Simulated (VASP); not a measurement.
# MgAl16 in VASP: notebook

Runs on MgAl16. Level: PBEsol. Tasks: single point, relaxation of the atoms.

All numbers are computed with VASP 6.6.1; they aren't measurements. Logs are shortened: lines on timing, memory, paths and dates and some standing lists are left out, and cuts for length are marked.

## Step 1: The slab as given

The cell holds a slab with vacuum, 17 atoms: a = 5.728 Å, b = 5.728 Å, c = 18.015 Å, α = 90.00°, β = 90.00°, γ = 60.00°.

The cell was built by a generator and needn't be a form met in nature.

## Step 2: Single point, PBEsol

Contents of INCAR:

```
SYSTEM = MgAl16
PREC = Accurate
ENCUT = 520
EDIFF = 1E-6
ISMEAR = -1
SIGMA = 0.15
LREAL = Auto
LASPH = .True.
NELM = 100
ALGO = Normal
ISIF = 2
LWAVE = .False.
LCHARG = .True.
GGA = PS
LELF = .True.
LVHAR = .True.
NBANDS = 39
```

Contents of KPOINTS:

```
regular mesh
0
Gamma
  3 3 1
  0 0 0
```

Contents of POSCAR:

```
MgAl16
1.0
    5.7275650000      0.0000000000      0.0000000000
    2.8637820000      4.9602170000      0.0000000000
    0.0000000000      0.0000000000     18.0148060000
Al Mg
16 1
Direct
    0.0000000000      0.0000000000      0.0555099000
    0.5000000000      0.0000000000      0.0555099000
    0.0000000000      0.5000000000      0.0555099000
    0.5000000000      0.5000000000      0.0555099000
    0.1666810367      0.1667006513      0.1852895347
    0.6681848906      0.1637784795      0.1847973234
    0.1637512463      0.6682165473      0.1847883579
    0.6681427277      0.6681788902      0.1847667377
   -0.1692296233      0.3351833043      0.3138277886
    0.3344596798      0.3347596969      0.3139837963
   -0.1666182370      0.8334862622      0.3148250987
    0.3350433675      0.8307515116      0.3137704317
    0.0043486265      0.0039454748      0.4415233062
    0.4931713011      0.0027212491      0.4424441995
    0.0026082996      0.4937968234      0.4427786130
    0.4997100196      0.4990758898      0.4476186378
    0.8362407191      0.8415703200      0.5700930036
```

Potentials or basis: VASP PAW PBE potentials, release 64 (Al, Mg).

On the command line:

```bash
$ cat potpaw_PBE.64/Al/POTCAR potpaw_PBE.64/Mg/POTCAR > POTCAR
$ mpirun -np 1 vasp_std > vasp.out
```

OUTCAR:

```text
SYSTEM = MgAl16
   PREC = Accurate
   ENCUT = 520
   EDIFF = 1E-6
   ISMEAR = -1
   LREAL = Auto
   LASPH = .True.
   NELM = 100
   ISIF = 2
   GGA = PS

 ion  position               nearest neighbor table
   1  0.000  0.000  0.056-   7 2.85   6 2.85   5 2.86   3 2.86   3 2.86   2 2.86   2 2.86   4 2.86
                             4 2.86
   2  0.500  0.000  0.056-   8 2.85   6 2.85   5 2.86   4 2.86   4 2.86   1 2.86   1 2.86   3 2.86
                             3 2.86
   3  0.000  0.500  0.056-   8 2.85   7 2.85   5 2.86   1 2.86   1 2.86   4 2.86   4 2.86   2 2.86
                             2 2.86
   4  0.500  0.500  0.056-   2 2.86   2 2.86   3 2.86   3 2.86   1 2.86   1 2.86   8 2.86   7 2.86
                             6 2.86
   5  0.167  0.167  0.185-  12 2.85   9 2.85  10 2.85   3 2.86   2 2.86   7 2.86   6 2.86   1 2.86
                             8 2.86   8 2.86   6 2.86   7 2.86
   6  0.668  0.164  0.185-   7 2.84   8 2.84   1 2.85   2 2.85   9 2.85  10 2.86  11 2.86   5 2.86
                             5 2.86   4 2.86   8 2.89   7 2.89
   7  0.164  0.668  0.185-   6 2.84   8 2.84   1 2.85   3 2.85  12 2.85  10 2.86  11 2.86   5 2.86
                             5 2.86   4 2.86   8 2.89   6 2.89
   8  0.668  0.668  0.185-   6 2.84   7 2.84   2 2.85  12 2.85   3 2.85   9 2.85  11 2.86   5 2.86
                             5 2.86   4 2.86   7 2.89   6 2.89
   9  0.831  0.335  0.314-  13 2.83  12 2.84  15 2.84  10 2.84   8 2.85   5 2.85   6 2.85  11 2.86
                            11 2.87  10 2.88  12 2.89  16 2.92
  10  0.334  0.335  0.314-  14 2.84  12 2.84   9 2.84  15 2.85   5 2.85   7 2.86   6 2.86  11 2.86
                            11 2.86   9 2.88  12 2.89  16 2.91
  11  0.833  0.833  0.315-  13 2.84  14 2.85  15 2.86   6 2.86   7 2.86   8 2.86   9 2.86  12 2.86
                            10 2.86  10 2.86  12 2.87   9 2.87
  12  0.335  0.831  0.314-  13 2.83  14 2.84   9 2.84  10 2.84   8 2.85   5 2.85   7 2.85  11 2.86
                            11 2.87  10 2.89   9 2.89  16 2.92
  13  0.004  0.004  0.442-  14 2.80  15 2.80  12 2.83   9 2.83  17 2.84  11 2.84  16 2.87  16 2.87
                            15 2.93  14 2.93
  14  0.493  0.003  0.442-  13 2.80  15 2.81  12 2.84  10 2.84  11 2.85  17 2.86  16 2.86  16 2.87
                            15 2.92  13 2.93
  15  0.003  0.494  0.443-  13 2.80  14 2.81   9 2.84  10 2.85  11 2.86  16 2.86  16 2.87  17 2.87
                            14 2.92  13 2.93
  16  0.500  0.499  0.448-  14 2.86  15 2.86  13 2.87  15 2.87  13 2.87  14 2.87  10 2.91   9 2.92
                            12 2.92
  17  0.836  0.842  0.570-  13 2.84  14 2.86  15 2.87

  LATTYP: Found a hexagonal cell.
 ALAT       =     5.7275649303
 C/A-ratio  =     3.1452818465

  Lattice vectors:

 A1 = (  -2.8637820000,  -4.9602170000,   0.0000000000)
 A2 = (   5.7275650000,   0.0000000000,   0.0000000000)
 A3 = (   0.0000000000,   0.0000000000,  18.0148060000)

Analysis of symmetry for initial positions (statically):
=====================================================================
 Subroutine PRICEL returns:
 Original cell was already a primitive cell.

 Routine SETGRP: Setting up the symmetry group for a
 hexagonal supercell.

 Subroutine GETGRP returns: Found  1 space group operations
 (whereof  1 operations were pure point group operations)
 out of a pool of 24 trial point group operations.

The static configuration has the point symmetry C_1 .

Analysis of symmetry for dynamics (positions and initial velocities):
=====================================================================
 Subroutine PRICEL returns:
 Original cell was already a primitive cell.

 Routine SETGRP: Setting up the symmetry group for a
 hexagonal supercell.

 Subroutine GETGRP returns: Found  1 space group operations
 (whereof  1 operations were pure point group operations)
 out of a pool of 24 trial point group operations.

The dynamic configuration has the point symmetry C_1 .

 Subroutine INISYM returns: Found  1 space group operations
 (whereof  1 operations are pure point group operations),
 and found     1 'primitive' translations

----------------------------------------------------------------------------------------

                                     Primitive cell

  volume of cell :     511.8000

  direct lattice vectors                    reciprocal lattice vectors
     5.727565000  0.000000000  0.000000000     0.174594265 -0.100802024  0.000000000
     2.863782000  4.960217000  0.000000000     0.000000000  0.201604083  0.000000000
     0.000000000  0.000000000 18.014806000     0.000000000  0.000000000  0.055509896

  length of vectors
     5.727565000  5.727564930 18.014806000     0.201604081  0.201604083  0.055509896

  position of ions in fractional coordinates (direct lattice)
     0.000000000  0.000000000  0.055509900
     0.500000000  0.000000000  0.055509900
     0.000000000  0.500000000  0.055509900
[... 89 lines left out ...]
     AMIX     =   0.40;   BMIX     =  1.00
     AMIX_MAG =   1.60;   BMIX_MAG =  1.00
  volume/ion in A,a.u.               =      30.11       203.16
  Fermi-wavevector in a.u.,A,eV,Ry     =   0.753989  1.424832  7.734894  0.568499
  Thomas-Fermi vector in A             =   1.851553
   LORBIT       =      0    0 simple, 1 ext, 2 COOP (PROOUT), +10 PAW based schemes
   GGA     = PS    functional components
   LHFCALC =     F    Hartree Fock is set to
   AEXX    =    0.0000 exact exchange contribution
   IVDW    =     0    specifies the selected vdW correction
   LEPSILON=     F    determine dielectric tensor
   LRPA    =     F    only Hartree local field effects (RPA)
 non-spin polarized calculation
  energy-cutoff  :      520.00
  volume of cell :      511.80
 maximum number of plane-waves:     13819
 NGX is ok and might be reduce to    42
   NGX = 21   NGY = 21   NGZ = 67

 number of electron      50.0000000 magnetization

 Free energy of the ion-electron system (eV)
  ---------------------------------------------------
  ext. energy  EPLUGINS =         0.00000000
  ---------------------------------------------------
  free energy    TOTEN  =       -63.70442048 eV

  energy without entropy =      -63.12692662  energy(sigma->0) =      -63.41567355

 E-fermi :   2.7196     XC(G=0):  -6.7779

 val. band max:        2.6884556623   @ k =   0.0000   0.0000   0.0000
 cond. band min:       2.8211421735   @ k =   0.0000   0.3333   0.0000
 fundamental gap:      0.1326865112
 Fermi energy:         2.7195898785

 k-point     1 :       0.0000    0.0000    0.0000
  band No.  band energies     occupation
      1      -8.1261      2.00000
      2      -7.0990      2.00000
      3      -5.5056      2.00000
      4      -3.3668      2.00000
      5      -2.2907      2.00000
      6      -2.2866      2.00000
[... 29 lines left out ...]
     36       4.9307      0.00000
     37       4.9413      0.00000

 k-point     2 :       0.3333    0.0000    0.0000
  band No.  band energies     occupation
      1      -7.4606      2.00000
      2      -6.4374      2.00000
      3      -5.4830      2.00000
      4      -4.8505      2.00000
      5      -4.4706      2.00000
      6      -3.5352      2.00000
[... 29 lines left out ...]
     36       4.8441      0.00000
     37       5.2552      0.00000

 k-point     3 :       0.3333    0.3333    0.0000
  band No.  band energies     occupation
      1      -7.4606      2.00000
      2      -6.4374      2.00000
      3      -5.4830      2.00000
      4      -4.8504      2.00000
      5      -4.4711      2.00000
      6      -3.5343      2.00000
[... 29 lines left out ...]
     36       4.8421      0.00000
     37       5.2682      0.00000

 k-point     4 :       0.0000    0.3333    0.0000
  band No.  band energies     occupation
      1      -7.4606      2.00000
      2      -6.4374      2.00000
      3      -5.4830      2.00000
      4      -4.8505      2.00000
      5      -4.4704      2.00000
      6      -3.5354      2.00000
[... 29 lines left out ...]
     36       4.8447      0.00000
     37       5.2509      0.00000

 k-point     5 :      -0.3333    0.3333    0.0000
  band No.  band energies     occupation
      1      -6.1516      2.00000
      2      -6.1476      2.00000
      3      -6.1181      2.00000
      4      -5.1471      2.00000
      5      -5.1409      2.00000
      6      -5.0821      2.00000
[... 29 lines left out ...]
     36       5.4170      0.00000
     37       5.4972      0.00000
 [bands above 37 left out]

------------------------ aborting loop because EDIFF is reached ----------------------------------------

  FORCE on cell =-STRESS in cart. coord.  units (eV):
  Direction    XX          YY          ZZ          XY          YZ          ZX
  --------------------------------------------------------------------------------------
  -------------------------------------------------------------------------------------
  Total       -6.0214607     -6.1348463      0.0947283      0.0534683     -0.0302433     -0.0312172
  in kB      -18.8500345    -19.2049853      0.2965446      0.1673812     -0.0946760     -0.0977245
  external PRESSURE =     -12.5861584 kB  Pullay stress =       0.0000000 kB

 VOLUME and BASIS-vectors are now :
 -----------------------------------------------------------------------------
  energy-cutoff  :      520.00
  volume of cell :      511.80
      direct lattice vectors                 reciprocal lattice vectors
     5.727565000  0.000000000  0.000000000     0.174594265 -0.100802024  0.000000000
     2.863782000  4.960217000  0.000000000     0.000000000  0.201604083  0.000000000
     0.000000000  0.000000000 18.014806000     0.000000000  0.000000000  0.055509896

 POSITION                                       TOTAL-FORCE (eV/Angst)
 -----------------------------------------------------------------------------------
      0.00000      0.00000      1.00000        -0.049221     -0.027304     -0.009543
      2.86378      0.00000      1.00000         0.049626     -0.024404     -0.008818
      1.43189      2.48011      1.00000         0.002715      0.054549     -0.008653
      4.29567      2.48011      1.00000        -0.001713     -0.001920      0.042012
      1.43207      0.82687      3.33796         0.000628      0.000372     -0.003685
      4.29610      0.81238      3.32909        -0.001052      0.000319     -0.004922
[... 9 lines left out ...]
      4.29137      2.47552      8.06376         0.001040      0.001030      0.004297
      7.19970      4.17437     10.27011        -0.011320     -0.010552      0.024050
 -----------------------------------------------------------------------------------
    total drift:                               -0.002141     -0.000296     -0.014617

  FREE ENERGIE OF THE ION-ELECTRON SYSTEM (eV)
  ---------------------------------------------------
  free  energy   TOTEN  =       -63.7044204784 eV

  energy  without entropy=      -63.1269266249  energy(sigma->0) =      -63.41567355
```

It took 2 min on 1 thread of Intel Xeon 6975P-C (Granite Rapids), shared host; peak memory 0.62 GiB.

What came out:

```
Free energy            : -63.7044 eV
Largest force          : 0.057 eV/Å
Band gap on the k mesh : none (metal or under the smearing width)
```

Forces on the atoms (eV/Å):
```
Al  -0.049 -0.027 -0.010
Al   0.050 -0.024 -0.009
Al   0.003  0.055 -0.009
Al  -0.002 -0.002  0.042
Al   0.001  0.000 -0.004
Al  -0.001  0.000 -0.005
Al  -0.001 -0.001 -0.006
Al   0.001  0.000 -0.007
Al   0.001  0.001  0.007
Al  -0.002 -0.001  0.009
Al   0.000  0.000  0.005
Al   0.001  0.001  0.006
Al  -0.004  0.000 -0.020
Al   0.009  0.001 -0.016
Al   0.003  0.008 -0.013
Al   0.001  0.001  0.004
Mg  -0.011 -0.011  0.024
```

Caveat: the k mesh is coarse (spacing up to 0.42 Å⁻¹), so the values aren't converged; the PAW data sets were made with another functional, which shifts forces and pressure a little.

## Step 3: Relaxation of the atoms, PBEsol

Contents of INCAR:

```
PREC     = Accurate       # precision mode
ENCUT    = 520            # plane-wave cutoff, eV
EDIFF    = 1E-6           # SCF threshold, eV
ISMEAR   = -1             # smearing method
SIGMA    = 0.15           # smearing width, eV
LREAL    = Auto         
LASPH    = True           # aspherical terms in the spheres
NELM     = 100            # most SCF steps
ALGO     = Normal         # electronic algorithm
ISIF     = 2              # what is computed and relaxed
LWAVE    = False          # write WAVECAR
LCHARG   = False          # write CHGCAR
GGA      = PS             # functional
IBRION   = 2              # ionic algorithm
NSW      = 80             # ionic steps
EDIFFG   = -0.03          # ionic threshold
```

Contents of KPOINTS:

```
Automatic mesh
0
Gamma
  3 3 1
```

Contents of POSCAR:

```
MgAl16
1.0
    5.7275650000      0.0000000000      0.0000000000
    2.8637820000      4.9602170000      0.0000000000
    0.0000000000      0.0000000000     18.0148060000
Al Mg
16 1
Selective dynamics
Direct
    0.0000000000      0.0000000000      0.0555099000  F F F
    0.5000000000      0.0000000000      0.0555099000  F F F
    0.0000000000      0.5000000000      0.0555099000  F F F
    0.5000000000      0.5000000000      0.0555099000  F F F
    0.1666667000      0.1666667000      0.1853069000  T T T
    0.6666667000      0.1666667000      0.1853069000  T T T
    0.1666667000      0.6666667000      0.1853069000  T T T
    0.6666667000      0.6666667000      0.1853069000  T T T
   -0.1666667000      0.3333333000      0.3151040000  T T T
    0.3333333000      0.3333333000      0.3151040000  T T T
   -0.1666667000      0.8333333000      0.3151040000  T T T
    0.3333333000      0.8333333000      0.3151040000  T T T
    0.0000000000      0.0000000000      0.4449010000  T T T
    0.5000000000      0.0000000000      0.4449010000  T T T
    0.0000000000      0.5000000000      0.4449010000  T T T
    0.5000000000      0.5000000000      0.4449010000  T T T
    0.8380543000      0.8459158000      0.5659126000  T T T
```

Potentials or basis: VASP PAW PBE potentials, release 64 (Al, Mg).

On the command line:

```bash
$ cat potpaw_PBE.64/Al/POTCAR potpaw_PBE.64/Mg/POTCAR > POTCAR
$ mpirun -np 1 vasp_std > vasp.out
```

Wall time 6.9 min (1 thread of Intel Xeon 6975P-C (Granite Rapids), shared host); peak memory 0.72 GiB.

Results (log left out):

```yaml
Free_energy: -63.7038 eV
Energy_gained_by_relaxing: 4.1 meV/atom
Ionic_steps: 8
Band_gap_on_the_k_mesh: none (metal or under the smearing width)
```

Step by step:
```csv
step,energy change (eV),largest force (eV/Å),pressure (GPa)
1,0.0000,0.6114,-1.16
2,-0.0419,0.3584,-1.21
3,-0.0626,0.1217,-1.24
4,-0.0627,0.1179,-1.24
5,-0.0658,0.0866,-1.26
6,-0.0686,0.0635,-1.28
7,-0.0686,0.0635,-1.28
8,-0.0693,0.0585,-1.29
```

Final structure:
```
Al Mg
1.0
     5.72757    0.00000    0.00000
     2.86378    4.96022    0.00000
     0.00000    0.00000   18.01481
Al Mg
16 1
Direct
  0.00000 0.00000 0.05551
  0.50000 0.00000 0.05551
  0.00000 0.50000 0.05551
  0.50000 0.50000 0.05551
  0.16668 0.16668 0.18550
  0.66824 0.16357 0.18510
  0.16357 0.66823 0.18510
  0.66820 0.66822 0.18509
  0.83081 0.33527 0.31410
  0.33435 0.33463 0.31431
  0.83330 0.83328 0.31554
  0.33513 0.83076 0.31404
  0.00466 0.00461 0.44177
  0.49375 0.00315 0.44301
  0.00266 0.49478 0.44342
  0.49986 0.49946 0.44707
  0.83686 0.84327 0.57102
```

Levels at points of the mesh, in eV from the Fermi level:
```csv
k point,band 22,band 23,band 24,band 25,band 26,band 27
"(0.00, 0.00, 0.00)",-2.12,-2.09,-1.49,-0.41,-0.39,-0.31
```

Caveat: the k mesh is coarse (spacing up to 0.42 Å⁻¹), so the values aren't converged; the PAW data sets were made with another functional, which shifts forces and pressure a little.

## Step 4: Single point, PBEsol

Contents of INCAR:

```
  PREC = Accurate
  ENCUT = 520
  EDIFF = 1E-6
  ISMEAR = -1
  SIGMA = 0.15
  LREAL = Auto
  LASPH = T
  NELM = 100
  ALGO = Fast
  ISIF = 2
  LWAVE = F
  LCHARG = F
  GGA = PS
  NBANDS = 39
```

Contents of KPOINTS:

```
regular mesh
0
Gamma
  3 3 1
```

Contents of POSCAR:

```
MgAl16
1.0
    5.7275650000      0.0000000000      0.0000000000
    2.8637820000      4.9602170000      0.0000000000
    0.0000000000      0.0000000000     18.0148060000
Al Mg
16 1
Direct
    0.0000000000      0.0000000000      0.0555098956
    0.5000000873      0.0000000000      0.0555098956
   -0.0000000504      0.5000001008      0.0555098956
    0.5000000369      0.5000001008      0.0555098956
    0.1666811130      0.1667005698      0.1852895335
    0.6681848258      0.1637785202      0.1847973273
    0.1637511795      0.6682165317      0.1847883347
    0.6681428302      0.6681788317      0.1847667413
   -0.1692296739      0.3351833196      0.3138278036
    0.3344595924      0.3347597494      0.3139837864
   -0.1666182946      0.8334863172      0.3148250944
    0.3350433635      0.8307515578      0.3137704064
    0.0043486643      0.0039453919      0.4415233225
    0.4931713438      0.0027212519      0.4424441762
    0.0026083991      0.4937967432      0.4427786233
    0.4997099613      0.4990759477      0.4476186421
    0.8362407587      0.8415702378      0.5700930113
```

On the command line:

```bash
$ cat potpaw_PBE.64/Al/POTCAR potpaw_PBE.64/Mg/POTCAR > POTCAR
$ mpirun -np 1 vasp_std > vasp.out
```

Wall time 2.2 min (1 thread of Intel Xeon 6975P-C (Granite Rapids), shared host); peak memory 0.62 GiB.

The run converged. Its results:

* Free energy: -63.7044 eV
* Largest force: 0.057 eV/Å
* Band gap on the k mesh: none (metal or under the smearing width)

Forces in eV/Å, atoms in the order of the input:
```
Al  -0.049 -0.027 -0.010
Al   0.050 -0.024 -0.009
Al   0.003  0.055 -0.009
Al  -0.002 -0.002  0.042
Al   0.001  0.000 -0.004
Al  -0.001  0.000 -0.005
Al  -0.001 -0.001 -0.006
Al   0.001  0.000 -0.007
Al   0.001  0.001  0.007
Al  -0.002 -0.001  0.009
Al   0.000  0.000  0.005
Al   0.001  0.001  0.006
Al  -0.004  0.000 -0.020
Al   0.009  0.001 -0.016
Al   0.003  0.008 -0.013
Al   0.001  0.001  0.004
Mg  -0.011 -0.011  0.024
```

Levels at points of the mesh, in eV from the Fermi level:
```csv
k point,band 21,band 22,band 23,band 24,band 25,band 26,band 27,band 28
"(0.00, 0.00, 0.00)",-2.12,-2.12,-2.09,-1.48,-0.40,-0.39,-0.31,-0.07
```

Caveat: the k mesh is coarse (spacing up to 0.42 Å⁻¹), so the values aren't converged; the PAW data sets were made with another functional, which shifts forces and pressure a little.
